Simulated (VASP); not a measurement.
# Relaxed cell of LaB6: a test of cutoff and mesh, part 2 of 2

Aim: test the relaxed volume of LaB6 against cutoff and mesh. The starting structure is a measured crystal structure from the Crystallography Open Database. The first relaxation on each setting starts from this cell expanded by 3 % in volume.

VASP 6.6.1.

Results so far: reference 10.07 Å³ an atom; a cutoff of 320 eV 10.00 Å³ an atom; a 4×4×4 mesh 10.07 Å³ an atom.

## (5) Relaxation with a cutoff of 600 eV

Level of this step: PBEsol; plane waves and PAW (La, B) (VASP).

Against step 2 the input has ENCUT = 600. This run starts from the cell of an earlier relaxation, which isn't shown; the restart sets up the plane waves anew.

File INCAR:

```
SYSTEM = LaB6
PREC = Accurate
ENCUT = 600
EDIFF = 1E-06
NELM = 100
ISMEAR = 0
SIGMA = 0.05
LREAL = .FALSE.
ALGO = Normal
GGA = PS
NBANDS = 21
LASPH = .TRUE.
LORBIT = 11
LWAVE = .FALSE.
LCHARG = .FALSE.
KPAR = 8
IBRION = 2
NSW = 50
ISIF = 3
EDIFFG = -0.006
```

File POSCAR:

```
LaB6
1.0
    4.1301816923      0.0000000000      0.0000000000
    0.0000000000      4.1301816923      0.0000000000
    0.0000000000      0.0000000000      4.1301816923
La B
1 6
Direct
    0.0000000000      0.0000000000      0.0000000000
    0.5000000000      0.5000000000      0.8004498197
    0.5000000000      0.5000000000      0.1995501803
    0.5000000000      0.8004498197      0.5000000000
    0.8004498197      0.5000000000      0.5000000000
    0.5000000000      0.1995501803      0.5000000000
    0.1995501803      0.5000000000      0.5000000000
```

File KPOINTS:

```
Automatic mesh
0
Gamma
8 8 8
0 0 0
```

PAW data sets: La and B (PBE family, release 64).

Launch:

```console
mpirun -np 8 vasp_std
```

What it wrote:

```text
[... set-up lines as in an earlier step ...]
 entering main loop
       N       E                     dE             d eps       ncg     rms          rms(c)
DAV:   1     0.229320488977E+03    0.22932E+03   -0.12304E+04  1526   0.200E+03
DAV:   2    -0.134829893664E+02   -0.24280E+03   -0.21589E+03  1782   0.310E+02
DAV:   3    -0.540859545537E+02   -0.40603E+02   -0.36816E+02  2108   0.161E+02
DAV:   4    -0.558052045329E+02   -0.17192E+01   -0.17042E+01  2744   0.311E+01
[...]
DAV:  14    -0.515422821540E+02   -0.39312E-05   -0.52480E-05  2659   0.462E-02    0.559E-03
DAV:  15    -0.515422828734E+02   -0.71937E-06   -0.15729E-05  2780   0.310E-02    0.431E-03
DAV:  16    -0.515422827207E+02    0.15265E-06   -0.13794E-06  2019   0.114E-02
   1 F= -.51542283E+02 E0= -.51541816E+02  d E =-.515423E+02
[...]
reached required accuracy - stopping structural energy minimisation
```

Elapsed: 11 s, on 8 MPI ranks of Intel Xeon 6975P-C (Granite Rapids), shared host; peak memory 2.1 GiB.

Parts of OUTCAR (step 5):

```text
  Total        0.0068993      0.0068993      0.0068993      0.0000000      0.0000000     -0.0000000
  in kB        0.1568944      0.1568944      0.1568944      0.0000000      0.0000000     -0.0000000
  external PRESSURE =       0.1568944 kB  Pullay stress =       0.0000000 kB

 POSITION                                       TOTAL-FORCE (eV/Angst)
 -----------------------------------------------------------------------------------
      0.00000      0.00000      0.00000         0.000000      0.000000      0.000000
      2.06509      2.06509      3.30600         0.000000      0.000000     -0.005479
      2.06509      2.06509      0.82418        -0.000000      0.000000      0.005479
      2.06509      3.30600      2.06509         0.000000     -0.005479      0.000000
      3.30600      2.06509      2.06509        -0.005479      0.000000      0.000000
      2.06509      0.82418      2.06509         0.000000      0.005479      0.000000
      0.82418      2.06509      2.06509         0.005479     -0.000000      0.000000
 -----------------------------------------------------------------------------------
    total drift:                                0.000000      0.000000      0.000000

  FREE ENERGIE OF THE ION-ELECTRON SYSTEM (eV)
  ---------------------------------------------------
  free  energy   TOTEN  =       -51.5422827207 eV

  energy  without entropy=      -51.5413483581  energy(sigma->0) =      -51.54181554

[... 2 parts as in an earlier step ...]

[... 2 further parts left out ...]
[key lines of the parts left out:]
E-fermi :   8.5654
```

With a cutoff of 600 eV the cell ends at 10.065 Å³ an atom, -0.03 % from the reference.

## (6) Relaxation with a 10×10×10 mesh

Against step 2 the input has a 10×10×10 mesh. This run starts from the cell of an earlier relaxation, which isn't shown; the restart sets up the plane waves anew.

Edit INCAR of step 5 so:

```diff
@@ -2,3 +2,3 @@
 PREC = Accurate
-ENCUT = 600
+ENCUT = 450
 EDIFF = 1E-06
```

File POSCAR:

```
LaB6
1.0
    4.1309065050      0.0000000000      0.0000000000
    0.0000000000      4.1309065050      0.0000000000
    0.0000000000      0.0000000000      4.1309065050
La B
1 6
Direct
    0.0000000000      0.0000000000      0.0000000000
    0.5000000000      0.5000000000      0.8004599607
    0.5000000000      0.5000000000      0.1995400393
    0.5000000000      0.8004599607      0.5000000000
    0.8004599607      0.5000000000      0.5000000000
    0.5000000000      0.1995400393      0.5000000000
    0.1995400393      0.5000000000      0.5000000000
```

File KPOINTS:

```
Automatic mesh
0
Gamma
10 10 10
0 0 0
```

Launch:

```console
mpirun -np 8 vasp_std
```

What it wrote:

```text
[... set-up lines as in an earlier step ...]
 entering main loop
       N       E                     dE             d eps       ncg     rms          rms(c)
DAV:   1     0.207165828729E+03    0.20717E+03   -0.10089E+04  2376   0.153E+03
DAV:   2    -0.201097010852E+02   -0.22728E+03   -0.20563E+03  2872   0.287E+02
DAV:   3    -0.545474050802E+02   -0.34438E+02   -0.31450E+02  3463   0.138E+02
DAV:   4    -0.558184956555E+02   -0.12711E+01   -0.12638E+01  4319   0.254E+01
[...]
DAV:  14    -0.515232312916E+02   -0.33965E-05   -0.45389E-05  3942   0.424E-02    0.510E-03
DAV:  15    -0.515232312101E+02    0.81507E-07   -0.15716E-05  4352   0.320E-02    0.398E-03
DAV:  16    -0.515232312138E+02   -0.36998E-08   -0.11584E-06  3121   0.992E-03
   1 F= -.51523231E+02 E0= -.51522521E+02  d E =-.515232E+02
[...]
reached required accuracy - stopping structural energy minimisation
```

Elapsed: 9.4 s, on 8 MPI ranks; peak memory 1.8 GiB; 69 s of CPU time.

From OUTCAR (step 6):

```text
  Total        0.0134244      0.0134244      0.0134244     -0.0000000      0.0000000     -0.0000000
  in kB        0.3051189      0.3051189      0.3051189     -0.0000000      0.0000000     -0.0000000
  external PRESSURE =       0.3051189 kB  Pullay stress =       0.0000000 kB

 POSITION                                       TOTAL-FORCE (eV/Angst)
 -----------------------------------------------------------------------------------
      0.00000      0.00000      0.00000         0.000000     -0.000000      0.000000
      2.06545      2.06545      3.30663         0.000000     -0.000000     -0.003762
      2.06545      2.06545      0.82428         0.000000     -0.000000      0.003762
      2.06545      3.30663      2.06545         0.000000     -0.003762      0.000000
      3.30663      2.06545      2.06545        -0.003762     -0.000000      0.000000
      2.06545      0.82428      2.06545         0.000000      0.003762      0.000000
      0.82428      2.06545      2.06545         0.003762     -0.000000      0.000000
 -----------------------------------------------------------------------------------
    total drift:                               -0.000000     -0.000000     -0.000000

  FREE ENERGIE OF THE ION-ELECTRON SYSTEM (eV)
  ---------------------------------------------------
  free  energy   TOTEN  =       -51.5232312138 eV

  energy  without entropy=      -51.5218102221  energy(sigma->0) =      -51.52252072

[... 1 part as in an earlier step ...]

[... 3 further parts left out ...]
[key lines of the parts left out:]
E-fermi :   8.6229
```

With a 10×10×10 mesh the cell ends at 10.070 Å³ an atom, +0.02 % from the reference.

## (7) All runs side by side

| run | volume (Å³/atom) | change (%) | pressure left (GPa) | core minutes |
| --- | --- | --- | --- | --- |
| reference | 10.068 | - | 0.04 | 5.84 |
| a cutoff of 320 eV | 10.004 | -0.63 | -0.01 | 4.48 |
| a 4×4×4 mesh | 10.071 | 0.03 | 0.04 | 3.89 |
| a cutoff of 600 eV | 10.065 | -0.03 | 0.02 | 7.97 |
| a 10×10×10 mesh | 10.07 | 0.02 | 0.03 | 6.99 |

Core minutes are wall time times ranks, summed over the relaxations behind a row (those for a bulk modulus apart), on shared hosts.

## (8) Results

| Quantity | Value |
| --- | --- |
| volume of the reference | 10.07 Å³/atom |
| volume against the reference, a cutoff of 320 eV | -0.63 % |
| volume against the reference, a 4×4×4 mesh | +0.03 % |
| volume against the reference, a cutoff of 600 eV | -0.03 % |
| volume against the reference, a 10×10×10 mesh | +0.02 % |

**Reading.** The volume moves most with a cutoff of 320 eV: -0.63 % against the reference (450 eV, 8×8×8 mesh). On finer settings it changes by -0.03 % with a cutoff of 600 eV and +0.02 % with a 10×10×10 mesh. The relaxations stop with up to 0.04 GPa left, which at a bulk modulus of 50 GPa, to name a scale, is 0.07 % of the volume. A cell that shrinks at the lower cutoff is the usual mark of Pulay stress, the error that a plane-wave basis makes when it is kept while the volume changes. Further runs on this material are not shown.

[Lines on the potential files, build, host, timing and source positions are cut from VASP's logs without a mark.]

[Logs are printed without paths, hosts, clocks, repeated set-up lines and the standing remarks that a program may print on its own settings, such as how far it seeks lower states.]

[Hosts, paths, dates, database ids (printed as entryN), source tags and the programs' standing remarks are cut or masked in the printed files.]
